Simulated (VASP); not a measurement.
Output of a VASP run:

OUTCAR:
```
 ion  position               nearest neighbor table
   1  0.000  0.000  0.000-
  LATTYP: Found a simple cubic cell.
 ALAT       =     2.6691900000
 Subroutine PRICEL returns:
 Original cell was already a primitive cell.
 Subroutine GETGRP returns: Found 48 space group operations
The static configuration has the point symmetry O_h .
The dynamic configuration has the point symmetry O_h .
 Subroutine INISYM returns: Found 48 space group operations
 Subroutine IBZKPT returns following result:
 Found     84 irreducible k-points:

 Following reciprocal coordinates:
            Coordinates               Weight
  0.000000  0.000000  0.000000      1.000000
  0.083333  0.000000  0.000000      6.000000
  0.166667  0.000000  0.000000      6.000000
  0.250000  0.000000  0.000000      6.000000
  0.333333  0.000000  0.000000      6.000000
  0.416667  0.000000  0.000000      6.000000
  0.500000  0.000000  0.000000      3.000000
  0.083333  0.083333  0.000000     12.000000
  0.166667  0.083333  0.000000     24.000000
  0.250000  0.083333  0.000000     24.000000
  0.333333  0.083333  0.000000     24.000000
  0.416667  0.083333  0.000000     24.000000
  0.500000  0.083333  0.000000     12.000000
  0.166667  0.166667  0.000000     12.000000
  0.250000  0.166667  0.000000     24.000000
  0.333333  0.166667  0.000000     24.000000
  0.416667  0.166667  0.000000     24.000000
  0.500000  0.166667  0.000000     12.000000
  0.250000  0.250000  0.000000     12.000000
  0.333333  0.250000  0.000000     24.000000
  0.416667  0.250000  0.000000     24.000000
  0.500000  0.250000  0.000000     12.000000
  0.333333  0.333333  0.000000     12.000000
  0.416667  0.333333  0.000000     24.000000
  0.500000  0.333333  0.000000     12.000000
  0.416667  0.416667  0.000000     12.000000
  0.500000  0.416667  0.000000     12.000000
  0.500000  0.500000  0.000000      3.000000
  0.083333  0.083333  0.083333      8.000000
  0.166667  0.083333  0.083333     24.000000
  0.250000  0.083333  0.083333     24.000000
  0.333333  0.083333  0.083333     24.000000
  0.416667  0.083333  0.083333     24.000000
  0.500000  0.083333  0.083333     12.000000
  0.166667  0.166667  0.083333     24.000000
  0.250000  0.166667  0.083333     48.000000
  0.333333  0.166667  0.083333     48.000000
  0.416667  0.166667  0.083333     48.000000
  0.500000  0.166667  0.083333     24.000000
  0.250000  0.250000  0.083333     24.000000
   k-points           NKPTS =     84   k-points in BZ     NKDIM =     84   number of bands    NBANDS=      9
   number of dos      NEDOS =    301   number of ions     NIONS =      1
   total plane-waves  NPLWV =   5832
   dimension x,y,z NGX =    18 NGY =   18 NGZ =   18
   dimension x,y,z NGXF=    36 NGYF=   36 NGZF=   36
   ions per type =               1
   PREC   = accura    normal or accurate (medium, high low for compatibility)
   ISTART =      0    job   : 0-new  1-cont  2-samecut
   ICHARG =      2    charge: 1-file 2-atom 10-const
   ISPIN  =      1    spin polarized calculation?
   LNONCOLLINEAR =      F non collinear calculations
   LSORBIT =      F    spin-orbit coupling
   INIWAV =      1    electr: 0-lowe 1-rand  2-diag
   ENCUT  =  400.0 eV  29.40 Ry    5.42 a.u.   4.35  4.35  4.35*2*pi/ulx,y,z
   NELM   =    100;   NELMIN=  2; NELMDL= -5     # of ELM steps
   EDIFF  = 0.1E-05   stopping-criterion for ELM
   LREAL  =      F    real-space projection
   NLSPLINE    = F    spline interpolate recip. space projectors
   LMAXMIX     =    6 max onsite mixed and CHGCAR
   VOSKOWN=      0    Vosko Wilk Nusair interpolation
   EDIFFG = -.1E-01   stopping-criterion for IOM
   NSW    =     60    number of steps for IOM
   NBLOCK =      1;   KBLOCK =     60    inner block; outer block
   IBRION =      2    ionic relax: 0-MD 1-quasi-New 2-CG
   NFREE  =      1    steps in history (QN), initial steepest desc. (CG)
...
```

OSZICAR:
```
       N       E                     dE             d eps       ncg     rms          rms(c)
DAV:   1     0.313863778091E+02    0.31386E+02   -0.48950E+03  1808   0.847E+02
DAV:   2    -0.377030267851E+01   -0.35157E+02   -0.33053E+02  1560   0.169E+02
DAV:   3    -0.401158119649E+01   -0.24128E+00   -0.24110E+00  1811   0.150E+01
DAV:   4    -0.401235385414E+01   -0.77266E-03   -0.77264E-03  1660   0.873E-01
DAV:   5    -0.401236047315E+01   -0.66190E-05   -0.66188E-05  1726   0.785E-02    0.840E+00
DAV:   6    -0.366273116438E+01    0.34963E+00   -0.12826E+00  1535   0.107E+01    0.551E+00
DAV:   7    -0.364715412595E+01    0.15577E-01   -0.39816E-02  1622   0.183E+00    0.303E+00
DAV:   8    -0.364361610780E+01    0.35380E-02   -0.38193E-03  1547   0.688E-01    0.314E-01
DAV:   9    -0.364347901179E+01    0.13710E-03   -0.70018E-04  1580   0.262E-01    0.514E-02
DAV:  10    -0.364348070225E+01   -0.16905E-05   -0.82885E-06  1610   0.304E-02    0.393E-03
DAV:  11    -0.364348078170E+01   -0.79460E-07   -0.53482E-07   802   0.711E-03
   1 F= -.36434808E+01 E0= -.36434201E+01  d E =-.364348E+01
       N       E                     dE             d eps       ncg     rms          rms(c)
DAV:   1    -0.423298425651E+01   -0.58950E+00   -0.12040E+01  1535   0.386E+01    0.519E+00
DAV:   2    -0.365943899945E+01    0.57355E+00   -0.19571E+00  1526   0.135E+01    0.221E+00
DAV:   3    -0.363742437310E+01    0.22015E-01   -0.10259E-01  1562   0.289E+00    0.169E+00
DAV:   4    -0.363717938082E+01    0.24499E-03   -0.36075E-03  1561   0.459E-01    0.274E-01
DAV:   5    -0.363724643864E+01   -0.67058E-04   -0.44702E-04  1690   0.146E-01    0.160E-02
DAV:   6    -0.363726004703E+01   -0.13608E-04   -0.10044E-05  1571   0.259E-02    0.238E-03
DAV:   7    -0.363726003208E+01    0.14953E-07   -0.15294E-07   828   0.396E-03
   2 F= -.36372600E+01 E0= -.36374268E+01  d E =0.622075E-02
       N       E                     dE             d eps       ncg     rms          rms(c)
DAV:   1    -0.387744619130E+01   -0.24019E+00   -0.41644E+00  1536   0.224E+01    0.295E+00
DAV:   2    -0.365199746785E+01    0.22545E+00   -0.87890E-01  1525   0.878E+00    0.959E-01
DAV:   3    -0.364952461587E+01    0.24729E-02   -0.14537E-02  1566   0.106E+00    0.719E-01
DAV:   4    -0.364996648371E+01   -0.44187E-03   -0.22595E-03  1542   0.329E-01    0.705E-02
DAV:   5    -0.364994158966E+01    0.24894E-04   -0.36776E-05  1580   0.571E-02    0.122E-02
DAV:   6    -0.364994863866E+01   -0.70490E-05   -0.19692E-06  1595   0.106E-02    0.153E-03
DAV:   7    -0.364994870948E+01   -0.70819E-07   -0.87354E-08   785   0.293E-03
   3 F= -.36499487E+01 E0= -.36501128E+01  d E =-.646793E-02
```

OUTCAR:
```
------------------------ aborting loop because EDIFF is reached ----------------------------------------
  FORCE on cell =-STRESS in cart. coord.  units (eV):
  Direction    XX          YY          ZZ          XY          YZ          ZX
  --------------------------------------------------------------------------------------
  Total       -0.0037595     -0.0037595     -0.0037595     -0.0000000     -0.0000000     -0.0000000
  in kB       -0.3080460     -0.3080460     -0.3080460     -0.0000000     -0.0000000     -0.0000000
  external PRESSURE =      -0.3080460 kB  Pullay stress =       0.0000000 kB
  volume of cell :       19.55
      direct lattice vectors                 reciprocal lattice vectors
     2.694075422 -0.000000000 -0.000000000     0.371184857  0.000000000  0.000000000
    -0.000000000  2.694075422 -0.000000000     0.000000000  0.371184857  0.000000000
    -0.000000000 -0.000000000  2.694075422     0.000000000  0.000000000  0.371184857
 POSITION                                       TOTAL-FORCE (eV/Angst)
 -----------------------------------------------------------------------------------
      0.00000      0.00000      0.00000        -0.000000     -0.000000      0.000000
 -----------------------------------------------------------------------------------
    total drift:                                0.000000      0.000000     -0.000000
  FREE ENERGIE OF THE ION-ELECTRON SYSTEM (eV)
  ---------------------------------------------------
  free  energy   TOTEN  =        -3.6499487095 eV

  energy  without entropy=       -3.6504410210  energy(sigma->0) =       -3.65011281

 reached required accuracy - stopping structural energy minimisation
```
(Selected blocks of OUTCAR.)

File POSCAR:
```
Au
1
    2.6691900000     0.0000000000     0.0000000000
    0.0000000000     2.6691900000     0.0000000000
    0.0000000000     0.0000000000     2.6691900000
Au
1
Direct
  0.0000000000   0.0000000000   0.0000000000
```

Problem. Reconstruct the remaining input files.

Solution. One answer among several that fit: the input of the run itself, PBEsol GGA, plane waves, VASP's PBE PAW potentials (set 64).

KPOINTS:
```
Automatic
0
gamma
12 12 12
```

INCAR:
```
SYSTEM  =  Au
PREC  =  Accurate; ENCUT  =  400; LREAL  =  .False.
LASPH  =  .True.
EDIFF  =  1E-6; NELM  =  100; ALGO  =  Normal
LMAXMIX  =  6
ISMEAR  =  1; SIGMA  =  0.1
GGA  =  PS
IBRION  =  2; NSW  =  60; ISIF  =  3
EDIFFG  =  -0.01
LWAVE  =  .False.; LCHARG  =  .False.
```

POTCAR, in this order: Au (PBE.64 set). Program: vasp_std.

Energy and stress use the plane-wave basis of the starting cell.

The structure was generated: Au was put into the simple-cubic type (Pm-3m), which need not be its known phase. This run relaxes it. Symmetry was kept, so distortions that lower it aren't found.
